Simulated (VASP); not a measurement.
An input for Quantum ESPRESSO's pw.x (written as the equivalent of a VASP run, and not itself run):

```
&CONTROL
  calculation = 'scf'
  pseudo_dir = './pseudo'
  outdir = './out'
  tprnfor = .true.
  tstress = .true.
/
&SYSTEM
  ibrav = 0
  nat = 6
  ntyp = 2
  ecutwfc = 58
  occupations = 'smearing'
  smearing = 'gaussian'
  degauss = 0.00735
  input_dft = 'pz'
/
&ELECTRONS
  conv_thr = 7.3e-08
  electron_maxstep = 100
/
ATOMIC_SPECIES
  Ta 180.948 Ta.upf
  Si 28.085 Si.upf
CELL_PARAMETERS angstrom
    -3.0877650    3.0877650    2.5236400
     3.0877650   -3.0877650    2.5236400
     3.0877650    3.0877650   -2.5236400
ATOMIC_POSITIONS crystal
  Ta   0.6672960  0.8431540  0.4927000
  Ta   0.3403140  0.1802810  0.5176250
  Ta   0.8244560  0.3141500  0.1695570
  Ta   0.1632370  0.6617790  0.8306510
  Si   0.2542990  0.2602160  0.0023790
  Si   0.7503990  0.7404190 -0.0129120
K_POINTS automatic
  7 7 7 0 0 0
```

Problem. Write the VASP files for the same calculation (LDA).

Solution. Several could match; the one computed here: 
File POSCAR:
```
Ta2Si
1
   -3.0877650000     3.0877650000     2.5236400000
    3.0877650000    -3.0877650000     2.5236400000
    3.0877650000     3.0877650000    -2.5236400000
Ta Si
4 2
Direct
  0.6672960000   0.8431540000   0.4927000000
  0.3403140000   0.1802810000   0.5176250000
  0.8244560000   0.3141500000   0.1695570000
  0.1632370000   0.6617790000   0.8306510000
  0.2542990000   0.2602160000   0.0023790000
  0.7503990000   0.7404190000  -0.0129120000
```

**KPOINTS**
```
Automatic mesh
0
Gamma
7 7 7
0 0 0
```

**INCAR**
```
ALGO=Normal
EDIFF=1E-6
ENCUT=300
ISIF=2
ISMEAR=0
LASPH=T
LCHARG=F
LMAXMIX=6
LREAL=F
LWAVE=F
NELM=100
PREC=Accurate
SIGMA=0.1
SYSTEM=Ta2Si
```

POTCAR, in this order: Ta_pv Si (LDA.64 set). Program: vasp_std.

The two are equivalent in intent, not identical: the potentials are each code's own (VASP's PAW set, PseudoDojo norm-conserving files in pw.x), so ENCUT and ecutwfc are chosen apart and not converted; conv_thr bounds pw.x's estimated SCF error, while EDIFF bounds the energy change between steps.

The structure comes from a computed database's Ta2Si entry (I4/mcm); how it stands against other phases isn't given here. The cell was not relaxed at this level, atoms are displaced from their ideal sites.
